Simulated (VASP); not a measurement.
An input for Quantum ESPRESSO's pw.x (written as the equivalent of a VASP run, and not itself run):

```
&CONTROL
  calculation = 'scf'
  pseudo_dir = './pseudo'
  outdir = './out'
  tprnfor = .true.
  tstress = .true.
/
&SYSTEM
  ibrav = 0
  nat = 5
  ntyp = 3
  ecutwfc = 84
  occupations = 'smearing'
  smearing = 'gaussian'
  degauss = 0.003675
  input_dft = 'pbe'
/
&ELECTRONS
  conv_thr = 7.3e-08
  electron_maxstep = 100
/
ATOMIC_SPECIES
  Rb 85.468 Rb.upf
  Mg 24.305 Mg.upf
  F 18.998 F.upf
CELL_PARAMETERS angstrom
     4.0569300    0.0000000    0.0000000
     0.0000000    4.0569300    0.0000000
     0.0000000    0.0000000    4.0569300
ATOMIC_POSITIONS crystal
  Rb   0.0000000  0.0000000  0.0000000
  Mg   0.5000000  0.5000000  0.5000000
  F    0.0000000  0.5000000  0.5000000
  F    0.5000000  0.0000000  0.5000000
  F    0.5000000  0.5000000  0.0000000
K_POINTS automatic
  5 5 5 0 0 0
```

Problem. Write the VASP files for the same calculation (PBE).

Solution. This is not unique; one that fits is 
File KPOINTS:
```
Automatic mesh
0
Gamma
5 5 5
0 0 0
```

**INCAR**
```
ISMEAR = 0   # Gaussian
NELM = 100
ALGO = Normal
LWAVE = .False.
LCHARG = .False.
LASPH = .True.   # aspherical one-centre terms
LMAXMIX = 4   # l cut-off of mixed one-centre charges
PREC = Accurate
SIGMA = 0.05   # width (eV)
GGA = PE   # PBE
SYSTEM = RbMgF3
LREAL = .False.
ENCUT = 520   # plane-wave cut-off (eV)
EDIFF = 1E-6   # SCF stop (eV)
ISIF = 2
```

File POSCAR:
```
RbMgF3
4.056930
  1.0000000000   0.0000000000   0.0000000000
  0.0000000000   1.0000000000   0.0000000000
  0.0000000000   0.0000000000   1.0000000000
Rb Mg F
1 1 3
direct
  0.0000000000   0.0000000000   0.0000000000
  0.5000000000   0.5000000000   0.5000000000
  0.0000000000   0.5000000000   0.5000000000
  0.5000000000   0.0000000000   0.5000000000
  0.5000000000   0.5000000000   0.0000000000
```

POTCAR, in this order: Rb_sv Mg F (PBE.64 set). Program: vasp_std.

The two are equivalent in intent, not identical: the potentials are each code's own (VASP's PAW set, PseudoDojo norm-conserving files in pw.x), so ENCUT and ecutwfc are chosen apart and not converted; conv_thr bounds pw.x's estimated SCF error, while EDIFF bounds the energy change between steps.

The structure comes from a computed database's RbMgF3 entry (Pm-3m); how it stands against other phases isn't given here. The cell was not relaxed at this level.
